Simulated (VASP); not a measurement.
An input for Ansatz (written as the equivalent of a VASP run, and not itself run):

Ansatz 0.2 input:
```yaml
crystal:
  lattice:
    - [0.0000000, 3.6022286, 3.6022286]
    - [3.6022286, 0.0000000, 3.6022286]
    - [3.6022286, 3.6022286, 0.0000000]
  atoms:
    - { symbol: K, position: [0.2500000, 0.2500000, 0.2500000] }
    - { symbol: K, position: [0.7500000, 0.7500000, 0.7500000] }
    - { symbol: S, position: [1.0000000, 0.0000000, 1.0000000] }
kpoints:
  mp_grid: { grid: [5, 5, 5] }
hamiltonian:
  xc: pbesol
  pseudopotentials: { kind: paw }
scf:
  occupations: { method: gaussian, width: 0.05 }
  max_iter: 100
output: { forces: true, stress: true, eigenvalues: true }
```

**Question.** Translate this input to VASP (INCAR, KPOINTS, POSCAR, choice of POTCAR).

**Answer.** Several could match; the one computed here: 
### INCAR
```
# general
SYSTEM=K2S
PREC  =Accurate
ENCUT =520
LREAL =.FALSE.   # projection in real space or not
LASPH =.TRUE.

# electronic loop
EDIFF =1E-7
NELM  =100   # most electronic steps
ALGO  =Normal   # blocked Davidson

# smearing
ISMEAR=0   # Gaussian
SIGMA =0.05   # width (eV)

# functional
GGA   =PS   # PBEsol

# ions
ISIF  =2

# output
LWAVE =.FALSE.
LCHARG=.FALSE.
```

KPOINTS:
```
Automatic mesh
0
Gamma
5 5 5
0 0 0
```

### POSCAR
```
K2S
1.0
  0.0000000000   3.6022286360   3.6022286360
  3.6022286360   0.0000000000   3.6022286360
  3.6022286360   3.6022286360   0.0000000000
K S
2 1
direct
  0.2500000000   0.2500000000   0.2500000000
  0.7500000000   0.7500000000   0.7500000000
  1.0000000000   0.0000000000   1.0000000000
```

POTCAR, in this order: K_sv S (PBE.64 set). Program: vasp_std.

The two are equivalent in intent, not identical: each code has its own PAW files, so the cut-off isn't converted (ENCUT is set for VASP's; basis.ecutwfc is left out, and Ansatz then takes the one that its files recommend); Ansatz stops its SCF on the density residual and VASP on the energy change (EDIFF).

The compound is K2S in the antifluorite structure. This cell is one point of a volume scan, at 0.94 of the reference volume.
